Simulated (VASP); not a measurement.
Data:

```xyz
3
Lattice="0.0000 2.9834 2.9834 2.9834 0.0000 2.9834 2.9834 2.9834 0.0000" Properties=species:S:1:pos:R:3 pbc="T T T"
Al     1.4917     1.4917     1.4917
Al     4.4751     4.4751     4.4751
Pt     0.0000     0.0000     0.0000
```

These are revPBE GGA, VASP's PBE PAW potentials (set 64) (plane waves; VASP 6.6.1) values and carry that method's errors. Settings: 520 eV cut-off, Gaussian smearing of 0.050 eV, potentials Al Pt.

Unless said otherwise, spin-orbit coupling is left out, though it shifts the bands of the heavy elements here.

### Question
What does the run give for the band gap (along the path) with the smallest direct gap where there is one?

### Answer

```json
{
  "band gap (along the path)": "none (metal, semimetal or under 0.01 eV)"
}
```

The absolute energy has meaning only against runs of the same code, potentials and settings.

The compound is PtAl2 in the fluorite structure. It was relaxed first.
